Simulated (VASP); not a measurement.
Data:

```
GeSi
1.0
    3.39887     0.00000     0.00000
   -1.69944     2.94351     0.00000
    0.00000     0.00000     5.63548
Si Ge
2 2
Direct
  0.00000   0.00000   0.00000
  0.00000   0.00000   0.50000
  0.33333   0.66667   0.25000
  0.66667   0.33333   0.75000
```

Level of theory: PBEsol GGA, VASP's PBE PAW potentials (set 64) (plane waves; VASP). Numerical set-up: 500 eV cut-off, 10×10×6 Γ-centred mesh, first-order Methfessel-Paxton smearing of 0.10 eV, potentials Si Ge_d.

Energy and stress use the plane-wave basis of the starting cell.

**Question.** The ions, cell shape and volume at an external pressure of 45.0 GPa are relaxed. What does this cell relax into?

**Answer.** 
```
GeSi
1.0
    3.31989     0.00000     0.00000
   -1.65994     2.87511     0.00000
    0.00000     0.00000     5.53854
Si Ge
2 2
Direct
  0.00000   0.00000   0.00000
  0.00000   0.00000   0.50000
  0.33333   0.66667   0.25000
  0.66667   0.33333   0.75000
```
Space group P6_3/mmc (194), at a tolerance of 0.03 Å.

**Question.** How do energy and volume change from the first to the last step?

**Answer.** The energy (σ→0) changes by +203.8 meV/atom and the volume by -6.2 %, in 13 ionic steps.

The structure was generated: SiGe was put into the NiAs type type (P6_3/mmc), which need not be its known phase. This run relaxes it under an external pressure of 45 GPa. Symmetry was kept, so distortions that lower it aren't found.
